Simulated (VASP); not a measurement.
# GW on SiC

How does the gap of SiC change from the starting functional to GW? The cell is of the wurtzite type, one of the forms listed for this formula. The start is a computed cell from the Materials Project.

Method: PBE; plane waves and PAW (Si_GW, C_GW), in the first sound run; inputs show where later runs differ, in VASP 6.6.1.

## (1) Starting point

The structure is hexagonal, space group P6_3mc (No. 186). Conventional cell: a = 3.074 Å, b = 3.074 Å, c = 5.045 Å, α = 90.00°, β = 90.00°, γ = 120.00°. Si has 4 C at 1.88 to 1.90 Å nearest. C has 4 Si at 1.88 to 1.90 Å nearest. Farther neighbours are not listed.

## (2) Empty bands, functional PBE

The next step needs empty bands that the ground-state run didn't converge, so the Hamiltonian is diagonalised exactly for NBANDS bands, in a single step. LOPTICS writes the k-derivatives of the orbitals (WAVEDER), which give the long-wavelength limit of the screening.

Input file INCAR:

```
SYSTEM = SiC
PREC = Accurate
ENCUT = 440
ISMEAR = 0
SIGMA = 0.01
LREAL = .FALSE.
GGA = PE
NBANDS = 272
ALGO = Exact
NELM = 1
LWAVE = .TRUE.
LCHARG = .FALSE.
LOPTICS = .TRUE.
NEDOS = 1000
CSHIFT = 0.1
```

Input file POSCAR:

```
SiC
1.0
    3.0735139282      0.0000000000      0.0000000000
   -1.5367569641      2.6617411407      0.0000000000
    0.0000000000      0.0000000000      5.0452477100
Si C
2 2
Direct
    0.3333333300      0.6666666700      0.4996024000
    0.6666666700      0.3333333300      0.9996024000
    0.3333333300      0.6666666700      0.8753976000
    0.6666666700      0.3333333300      0.3753976000
```

Input file KPOINTS:

```
Automatic mesh
0
Gamma
6 6 4
0 0 0
```

The projector-augmented-wave data sets are Si_GW and C_GW (PBE family, release 64).

Launch:

```sh
$ mpirun -np 8 vasp_std
```

What it wrote:

```text
[banner, memory and clock lines left out]
running    8 mpi-ranks, on    1 nodes
 distrk:  each k-point on    8 cores,    1 groups
 distr:  one band on    1 cores,    8 groups

 POSCAR found type information on POSCAR SiC
 POSCAR found :  2 types and       4 ions
|                                                                             |
|           W    W    AA    RRRRR   N    N  II  N    N   GGGG   !!!           |
|           W    W   A  A   R    R  NN   N  II  NN   N  G    G  !!!           |
|           W    W  A    A  R    R  N N  N  II  N N  N  G       !!!           |
|           W WW W  AAAAAA  RRRRR   N  N N  II  N  N N  G  GGG   !            |
|           WW  WW  A    A  R   R   N   NN  II  N   NN  G    G                |
|           W    W  A    A  R    R  N    N  II  N    N   GGGG   !!!           |
|                                                                             |
|     For optimal performance we recommend to set                             |
|       NCORE = 2 up to number-of-cores-per-socket                            |
|     NCORE specifies how many cores store one orbital (NPAR=cpu/NCORE).      |
|     This setting can greatly improve the performance of VASP for DFT.       |
|     The default, NCORE=1 might be grossly inefficient on modern             |
|     multi-core architectures or massively parallel machines. Do your        |
|     Unfortunately you need to use the default for GW and RPA                |
|     calculations (for HF NCORE is supported but not extensively tested      |
|     yet).                                                                   |
|                                                                             |

 LDA part: xc-table for (Slater+PW92), standard interpolation
 found WAVECAR, reading the header
  number of bands has changed, file:    14 present:   272
  trying to continue reading WAVECAR, but it might fail
 POSCAR, INCAR and KPOINTS ok, starting setup
 FFT: planning ... GRIDC
 FFT: planning ... GRID_SOFT
 FFT: planning ... GRID
 reading WAVECAR
 random initialization beyond band           14
 the WAVECAR file was read successfully
 initial charge from wavefunction
 entering main loop
       N       E                     dE             d eps       ncg     rms          rms(c)
DIA:   1    -0.300627754583E+02   -0.30063E+02    0.00000E+00     0   0.000E+00
   1 F= -.30062775E+02 E0= -.30062775E+02  d E =-.770122E-42
 writing wavefunctions
 optical routines
 imaginary and real dielectric function
 recalculating local potential from charge density
 direction            1
 direction            2
 direction            3
```

Wall time 11 s (8 MPI ranks of AMD EPYC 7R43, shared host); peak memory 1.1 GiB.

The logs omit lines about the potential files and the build; timing stands in the text.

From OUTCAR (step 2):

```text
ion  position               nearest neighbor table
   1  0.333  0.667  0.500-   4 1.88   4 1.88   4 1.88   3 1.90   2 3.08   2 3.08   2 3.08   2 3.08
                             2 3.08   2 3.08
   2  0.667  0.333  1.000-   3 1.88   3 1.88   3 1.88   4 1.90   1 3.08   1 3.08   1 3.08   1 3.08
                             1 3.08   1 3.08
   3  0.333  0.667  0.875-   2 1.88   2 1.88   2 1.88   1 1.90
   4  0.667  0.333  0.375-   1 1.88   1 1.88   1 1.88   2 1.90

  LATTYP: Found a hexagonal cell.
 ALAT       =     3.0735139282
 C/A-ratio  =     1.6415242709

 Subroutine GETGRP returns: Found 12 space group operations
 (whereof  6 operations were pure point group operations)

The static configuration has the point symmetry C_3v.
 The point group associated with its full space group is C_6v.

 Found     21 irreducible k-points:

   k-points           NKPTS =     21   k-points in BZ     NKDIM =     21   number of bands    NBANDS=    272

   dimension x,y,z NGX =    24 NGY =   24 NGZ =   36
   dimension x,y,z NGXF=    48 NGYF=   48 NGZF=   72

   ENCUT  =  440.0 eV  32.34 Ry    5.69 a.u.   5.26  5.26  8.63*2*pi/ulx,y,z

   NELECT =      16.0000    total number of electrons

 k-points in reciprocal lattice and weights: Automatic mesh
   0.00000000  0.00000000  0.00000000       0.007
   0.16666667  0.00000000  0.00000000       0.042
   0.33333333 -0.00000000  0.00000000       0.042
   0.50000000  0.00000000  0.00000000       0.021
   0.16666667  0.16666667  0.00000000       0.042
   0.33333333  0.16666667  0.00000000       0.083
   0.33333333  0.33333333  0.00000000       0.014
   0.00000000  0.00000000  0.25000000       0.014
   0.16666667  0.00000000  0.25000000       0.083
[...]
0.33333333  0.16666667  0.50000000       0.083
   0.33333333  0.33333333  0.50000000       0.014

 average (electrostatic) potential at core
       1 -64.1400       2 -64.1400       3 -45.0749       4 -45.0749

 E-fermi :   8.0470

 k-point     1 :       0.0000    0.0000    0.0000
  band No.  band energies     occupation
    ...
      4       6.6342      2.00000
      5       6.6342      2.00000
      6       7.8386      2.00000
      7       7.9535      2.00000
      8       7.9535      2.00000
      9      12.7678      0.00000
     10      14.1719      0.00000
     11      14.6254      0.00000
     12      14.6254      0.00000
     13      15.7083      0.00000
    ...

 k-point     2 :       0.1667    0.0000    0.0000
  band No.  band energies     occupation
    ...
      4       4.4567      2.00000
      5       5.9442      2.00000
      6       6.3734      2.00000
      7       7.4786      2.00000
      8       7.6659      2.00000
      9      12.8324      0.00000
     10      14.7248      0.00000
     11      15.0681      0.00000
     12      15.2719      0.00000
     13      15.4125      0.00000
    ...

 k-point     3 :       0.3333   -0.0000    0.0000
  band No.  band energies     occupation
    ...
      4       1.7184      2.00000
      5       3.5751      2.00000
      6       4.9954      2.00000
      7       6.1122      2.00000
      8       7.0413      2.00000
      9      11.3225      0.00000
     10      12.8526      0.00000
     11      15.1580      0.00000
     12      15.4019      0.00000
     13      16.4756      0.00000
    ...

  Total        0.7472419      0.7472419      0.6553808      0.0000000      0.0000000      0.0000000
  in kB       29.0060322     29.0060322     25.4402182      0.0000000      0.0000000      0.0000000
  external PRESSURE =      27.8174275 kB  Pullay stress =       0.0000000 kB

  energy-cutoff  :      440.00
  volume of cell :       41.27
      direct lattice vectors                 reciprocal lattice vectors
     3.073513928  0.000000000  0.000000000     0.325360491  0.187846967  0.000000000
    -1.536756964  2.661741141  0.000000000     0.000000000  0.375693934  0.000000000
     0.000000000  0.000000000  5.045247710     0.000000000  0.000000000  0.198206324

 POSITION                                       TOTAL-FORCE (eV/Angst)
 -----------------------------------------------------------------------------------
     -0.00000      1.77449      2.52062        -0.000000     -0.000000     -0.004300
      1.53676      0.88725      5.04324         0.000000      0.000000     -0.004300
     -0.00000      1.77449      4.41660         0.000000     -0.000000      0.004300
      1.53676      0.88725      1.89397        -0.000000      0.000000      0.004300
 -----------------------------------------------------------------------------------
    total drift:                                0.000001     -0.000000     -0.000189

  FREE ENERGIE OF THE ION-ELECTRON SYSTEM (eV)
  ---------------------------------------------------
  free  energy   TOTEN  =       -30.0627754583 eV

  energy  without entropy=      -30.0627754583  energy(sigma->0) =      -30.06277546

 plasma frequency squared (from intraband transitions) (eV^2)
  --------------------------------------------------------------------------------------
       0.000       0.000       0.000
      -0.000       0.000       0.000
       0.000       0.000       0.000

[... 3 further parts left out ...]
```

The gap is read on the k-mesh alone, so it is an upper bound where the band edges lie off the mesh.

A gap read on the k-mesh alone can miss the band edges.

Numbers from this step:

| Item | Value |
| --- | --- |
| gap on the k-mesh | 2.264 eV |
| least direct gap on the k-mesh | 3.971 eV |

WAVECAR now holds 272 bands for 16 electrons. Its independent-particle dielectric tensor has xx, yy, zz = 7.6, 7.6, 7.4 on this mesh, which isn't tested for convergence in mesh or bands and lacks local fields.

(Continued in part 2 of 6.)

[Lines on the potential files, build, host, timing and source positions are cut from VASP's logs without a mark.]

[Logs are printed without paths, hosts, clocks, repeated set-up lines and the standing remarks that a program may print on its own settings, such as how far it seeks lower states.]

[Hosts, paths, dates, database ids (printed as entryN), source tags and the programs' standing remarks are cut or masked in the printed files.]

[Pressures printed for these runs are not shown converged in the cutoff: they can be off by several GPa and have the wrong sign.]
